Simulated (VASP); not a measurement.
Data:

```xyz
6
Lattice="3.1814 0.0000 0.0000 -1.5907 2.7552 0.0000 0.0000 0.0000 20.8759" Properties=species:S:1:pos:R:3 pbc="T T T"
Mo     0.0000     1.8368     3.1997
Mo     1.5907     0.9184     9.3646
Se     0.0000     1.8368    11.0480
Se     0.0000     1.8368     7.6775
S      1.5907     0.9184     1.6688
S      1.5907     0.9184     4.7349
```

These are LDA (Ceperley-Alder, Perdew-Zunger), VASP's LDA PAW potentials (set 64) (plane waves; VASP) values and carry that method's errors. Numerical set-up: 400 eV cut-off, Gaussian smearing of 0.050 eV, potentials Mo_sv Se S.

The cell holds a wide vacuum, so values per volume refer to the whole cell.

### Question
Give the energies of bands 17 to 30 at the high-symmetry points, in eV from the valence-band maximum.

### Answer

```tsv
band	Γ	M	K	A	L	H
17	-3.01	-4.84	-4.86	-3.01	-4.84	-4.86
18	-2.32	-4.07	-4.38	-2.32	-4.07	-4.38
19	-2.32	-3.98	-4.32	-2.32	-3.98	-4.32
20	-2.13	-2.86	-3.82	-2.13	-2.86	-3.82
21	-2.13	-2.54	-3.40	-2.13	-2.54	-3.40
22	-1.73	-2.26	-3.33	-1.73	-2.26	-3.33
23	-1.04	-1.74	-2.67	-1.04	-1.74	-2.67
24	-1.04	-1.34	-2.39	-1.04	-1.34	-2.39
25	-0.86	-0.91	-0.77	-0.86	-0.91	-0.77
26	0.00	-0.47	-0.11	0.00	-0.47	-0.11
27	2.07	1.52	0.89	2.07	1.52	0.89
28	2.07	2.05	1.77	2.07	2.05	1.77
29	2.40	2.21	2.02	2.40	2.21	2.02
30	2.40	2.50	2.69	2.40	2.50	2.69
```

The gap is indirect, 0.89 eV, from the valence maximum at Γ to the conduction minimum at K.

The cell is a sheet with vacuum, built from a database entry that may be metastable or hypothetical.
